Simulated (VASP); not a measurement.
The system is Ta.

```xyz
1
Lattice="-1.6513 1.6513 1.6513 1.6513 -1.6513 1.6513 1.6513 1.6513 -1.6513" Properties=species:S:1:pos:R:3 pbc="T T T"
Ta    0.0000    0.0000    0.0000
```

| Quantity | Value |
| --- | --- |
| Program | VASP 6.6.1 |
| Task | relaxation of cell and atoms |
| Functional | LDA |
| Potentials or basis | VASP PAW LDA potentials, release 64 (Ta_pv) |
| Cutoff | 350 eV |
| k mesh | 10 × 10 × 10 |
| Occupations | gaussian, width 0.1 eV |
| Spin | no spin polarisation |

At the start: pressure -6.8 GPa; volume 18.01 Å³/atom.

**Question.** Where does the relaxation end?

**Answer.** Over 4 steps the energy falls by 12.6 meV/atom and the volume is 17.44 Å³/atom (-3.2 %); space group Im-3m (No. 229, to 0.05 Å).

Step by step:
| step | energy change (eV) | largest force (eV/Å) | pressure (GPa) | volume (Å³) |
| --- | --- | --- | --- | --- |
| 1 | 0.0000 | 0.0000 | -6.84 | 18.01 |
| 2 | 0.0681 | 0.0000 | 20.02 | 16.08 |
| 3 | -0.0125 | 0.0000 | -0.25 | 17.46 |
| 4 | -0.0126 | 0.0000 | -0.01 | 17.44 |

Final structure:
```
CELL_PARAMETERS angstrom
-1.63355 1.63355 1.63355
1.63355 -1.63355 1.63355
1.63355 1.63355 -1.63355
ATOMIC_POSITIONS crystal
Ta 0.00000 0.00000 0.00000
```
